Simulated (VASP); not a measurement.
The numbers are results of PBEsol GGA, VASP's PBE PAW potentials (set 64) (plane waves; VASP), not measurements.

VASP input:

### KPOINTS
```
Automatic
0
gamma
  13 13 13
0 0 0
```

### INCAR
```
SYSTEM=CoGa
PREC=Accurate; ENCUT=500; LREAL=.FALSE.
LASPH=.TRUE.
EDIFF=1E-6; NELM=100; ALGO=Normal
LMAXMIX=4
ISMEAR=1; SIGMA=0.1
GGA=PS
IBRION=2; NSW=40; ISIF=3
EDIFFG=-0.02
LWAVE=.FALSE.; LCHARG=.FALSE.
```

File POSCAR:
```
CoGa
1
    2.8373076076     0.0000000000    -0.0000000000
   -0.0000000000     2.8373076076    -0.0000000000
    0.0000000000     0.0000000000     2.8373076076
Ga Co
1 1
Direct
  0.5000000000   0.5000000000   0.5000000000
  0.0000000000   0.0000000000   0.0000000000
```

POTCAR, in this order: Ga_d Co (PBE.64 set). Program: vasp_std.

Estimate the energy per atom (σ→0), volume per atom, band gap (on the k-mesh).

```yaml
energy per atom (σ→0): -5.887 eV/atom
band gap (on the k-mesh): none (metal, semimetal or under 0.01 eV)
volume_per_atom: 11.46 Å³/atom
```

File OSZICAR:
```
...
       N       E                     dE             d eps       ncg     rms          rms(c)
DAV:   1    -0.117770330207E+02   -0.38676E-02   -0.48462E-02  2541   0.427E+00    0.457E-01
DAV:   2    -0.117767880126E+02    0.24501E-03   -0.37405E-02  2593   0.293E+00    0.410E-01
DAV:   3    -0.117737180413E+02    0.30700E-02   -0.16702E-02  2662   0.198E+00    0.137E-01
DAV:   4    -0.117733830381E+02    0.33500E-03   -0.72633E-04  3388   0.417E-01    0.267E-02
DAV:   5    -0.117733505751E+02    0.32463E-04   -0.43734E-05  3425   0.117E-01    0.607E-03
DAV:   6    -0.117733500445E+02    0.53055E-06   -0.18755E-06  2131   0.228E-02
   3 F= -.11773350E+02 E0= -.11773688E+02  d E =-.160650E-03
```

The compound is CoGa in the CsCl type structure. This run relaxes it. Symmetry was kept, so distortions that lower it aren't found. The run is not spin-polarised, so no magnetic state was tried.
